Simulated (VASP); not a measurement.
Data:

```xyz
2
Lattice="3.8400 0.0000 0.0000 0.0000 3.8400 0.0000 0.0000 0.0000 3.8400" Properties=species:S:1:pos:R:3 pbc="T T T"
Tl     0.0000     0.0000     0.0000
Cl     1.9200     1.9200     1.9200
```
Cell charge +0.5.

The numbers are results of PBE GGA, VASP's PBE PAW potentials (set 64) (plane waves; VASP), not measurements. Settings: NELECT = 19.5, 400 eV cut-off, 6×6×6 Γ-centred mesh, Gaussian smearing of 0.050 eV, potentials Tl_d Cl.

The cell is charged, with a uniform compensating background. Unless said otherwise, spin-orbit coupling is left out, though it shifts the bands of the heavy elements here.

**Question.** What does the run give for the energy per atom (σ→0), pressure, band gap (on the k-mesh) with the smallest direct gap where there is one?

**Answer.** 
| Quantity | Result |
|---|---|
| band gap (on the k-mesh) | none (metal, semimetal or under 0.01 eV) |
| energy per atom (σ→0) | -3.536 eV/atom |
| pressure | -13.54 GPa |

The absolute energy has meaning only against runs of the same code, potentials and settings.

The compound is TlCl in the CsCl type structure. The cell was not relaxed at this level. The run is one of a series of settings (NELECT = 19.5 against the base run), some of them coarse on purpose.
